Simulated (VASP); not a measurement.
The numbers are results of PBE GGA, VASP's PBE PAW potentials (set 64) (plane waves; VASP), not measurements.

A VASP calculation is set up with these files.

### INCAR
```
! general
SYSTEM = AlN
PREC   = Normal
ENCUT  = 400
LREAL  = .FALSE.
LASPH  = .TRUE.

! electronic loop
EDIFF  = 1E-5
NELM   = 100
NELMIN = 4
ALGO   = Fast

! smearing
ISMEAR = 0
SIGMA  = 0.05

! functional
GGA    = PE

! ions
IBRION = 2
NSW    = 20
ISIF   = 2
EDIFFG = -0.03

! output
LWAVE  = .TRUE.
LCHARG = .FALSE.
```

**KPOINTS**
```
Automatic mesh
0
gamma
 12 12 8
0 0 0
```

POSCAR:
```
AlN
1.0
  1.5640948697  -2.7090917764   0.0000000000
  1.5640948697   2.7090917764   0.0000000000
  0.0000000000   0.0000000000   5.0125654932
Al N
2 2
Cartesian
  1.5640948697  -0.9030323982   2.5062827466
  1.5640948697   0.9030323982   0.0000000000
  1.5640948697  -0.9030323982   4.4210827650
  1.5640948697   0.9030323982   1.9148000184
```

POTCAR, in this order: Al N (PBE.64 set). Program: vasp_std.

Task: What will the output report for the number of irreducible k-points (NKPTS), largest plane-wave count, number of space-group operations, FFT grid (NGX, NGY, NGZ)?

Result: 
The number of irreducible k-points (NKPTS) is 95 and the largest plane-wave count is 788. The number of space-group operations comes out as 12. The FFT grid (NGX, NGY, NGZ) comes out as 16 × 16 × 28.

The compound is AlN in the wurtzite structure. It was relaxed first.
